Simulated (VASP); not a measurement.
Input of a VASP 6.6.1 run:

Contents of INCAR:

```
ALGO = Normal ; EDIFF = 1E-6
EDIFFG = -0.01 ; ENCUT = 600
GGA = PE ; IBRION = 2
ISIF = 3 ; ISMEAR = 0
IVDW = 12 ; KPAR = 8
LASPH = True ; LATTICE_CONSTRAINTS = .TRUE. .TRUE. .FALSE.
LCHARG = False ; LREAL = False
LWAVE = False ; NELM = 80
NSW = 90 ; PREC = Accurate
SIGMA = 0.03
```

KPOINTS

```
k-points
0
Gamma
  9 9 1
```

Contents of POSCAR:

```
PtSe2
1.0
    3.7240000000      0.0000000000      0.0000000000
   -1.8620000000      3.2250786000      0.0000000000
    0.0000000000      0.0000000000     20.5310000000
Se Pt
2 1
Direct
    0.6666666700      0.3333333300      0.4383615000
    0.3333333300      0.6666666700      0.5616385000
    0.0000000000      0.0000000000      0.5000000000
```

Potentials or basis: VASP PAW PBE potentials, release 64 (Se, Pt).

Run with:

```console
$ cat potpaw_PBE.64/Se/POTCAR potpaw_PBE.64/Pt/POTCAR > POTCAR
$ mpirun -np 8 vasp_std > vasp.out
```

Estimate the dispersion energy per atom.

-0.299 eV.

Predict the space group after relaxing (to 0.05 Å).

P-3m1 (No. 164).

Final structure:
```
Se Pt
1.0
     3.70548    0.00000    0.00000
    -1.85274    3.20904    0.00000
     0.00000    0.00000   20.53100
Se Pt
2 1
Direct
  0.66667 0.33333 0.43545
  0.33333 0.66667 0.56455
  0.00000 0.00000 0.50000
```
